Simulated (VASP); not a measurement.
Output of a VASP run:

File OSZICAR:
```
       N       E                     dE             d eps       ncg     rms          rms(c)
DAV:   1    -0.196739804095E+01   -0.19674E+01   -0.89193E+02  1575   0.324E+02
DAV:   2    -0.408901645637E+01   -0.21216E+01   -0.19410E+01  1845   0.305E+01
DAV:   3    -0.411500949089E+01   -0.25993E-01   -0.25980E-01  1925   0.349E+00
DAV:   4    -0.411510394354E+01   -0.94453E-04   -0.94451E-04  1910   0.197E-01
DAV:   5    -0.411510441943E+01   -0.47590E-06   -0.47598E-06  1915   0.123E-02    0.153E+00
DAV:   6    -0.409729714037E+01    0.17807E-01   -0.18145E-03  1645   0.286E-01    0.866E-01
DAV:   7    -0.408526567823E+01    0.12031E-01   -0.50461E-03  1710   0.458E-01    0.187E-01
DAV:   8    -0.408524924533E+01    0.16433E-04   -0.30509E-05  1935   0.575E-02    0.235E-02
DAV:   9    -0.408524858979E+01    0.65553E-06   -0.41619E-07  1735   0.504E-03
   1 F= -.36062308E+01 E0= -.36062999E+01  d E =-.360623E+01
```

File OUTCAR:
```
------------------------ aborting loop because EDIFF is reached ----------------------------------------
  FORCE on cell =-STRESS in cart. coord.  units (eV):
  Direction    XX          YY          ZZ          XY          YZ          ZX
  --------------------------------------------------------------------------------------
  Total        0.4796824      0.4796824      0.4796824     -0.0000000      0.0000000      0.0000000
  in kB       50.0693650     50.0693650     50.0693650     -0.0000000      0.0000000      0.0000000
  external PRESSURE =       0.0693650 kB  Pullay stress =      50.0000000 kB
  volume of cell :       15.35
      direct lattice vectors                 reciprocal lattice vectors
     0.000000000  1.972516987  1.972516987    -0.253483242  0.253483242  0.253483242
     1.972516987  0.000000000  1.972516987     0.253483242 -0.253483242  0.253483242
     1.972516987  1.972516987  0.000000000     0.253483242  0.253483242 -0.253483242
 POSITION                                       TOTAL-FORCE (eV/Angst)
 -----------------------------------------------------------------------------------
      0.00000      0.00000      0.00000         0.000000      0.000000      0.000000
 -----------------------------------------------------------------------------------
    total drift:                               -0.000000     -0.000000     -0.000000
  FREE ENERGIE OF THE ION-ELECTRON SYSTEM (eV)
  ---------------------------------------------------
  free  energy   TOTEN  =        -4.0852485898 eV

  energy  without entropy=       -4.0854560625  energy(sigma->0) =       -4.08531775
  enthalpy is  TOTEN    =        -3.6062307659 eV   P V=        0.4790178239

 reached required accuracy - stopping structural energy minimisation
```
(Selected blocks of OUTCAR.)

File POSCAR:
```
Al
1
    0.0000000000     1.9725169869     1.9725169869
    1.9725169869    -0.0000000000     1.9725169869
    1.9725169869     1.9725169869    -0.0000000000
Al
1
Direct
  0.0000000000   0.0000000000   0.0000000000
```

Task: Reconstruct the remaining input files.

Result: One answer among several that fit: the input of the run itself, PBEsol GGA, plane waves, VASP's PBE PAW potentials (set 64).

File KPOINTS:
```
Automatic mesh
0
Gamma
16 16 16
0 0 0
```

INCAR:
```
SYSTEM = Al
PREC = Accurate
ENCUT = 500
EDIFF = 1E-6
NELM = 100
ALGO = Normal
LREAL = .FALSE.
LASPH = .TRUE.
ISMEAR = 1
SIGMA = 0.1
GGA = PS
LWAVE = .FALSE.
LCHARG = .FALSE.
IBRION = 2
ISIF = 3
NSW = 40
EDIFFG = -0.02
PSTRESS = 50
```

POTCAR, in this order: Al (PBE.64 set). Program: vasp_std.

The compound is Al in the fcc structure. It was relaxed first under an external pressure of 5 GPa.
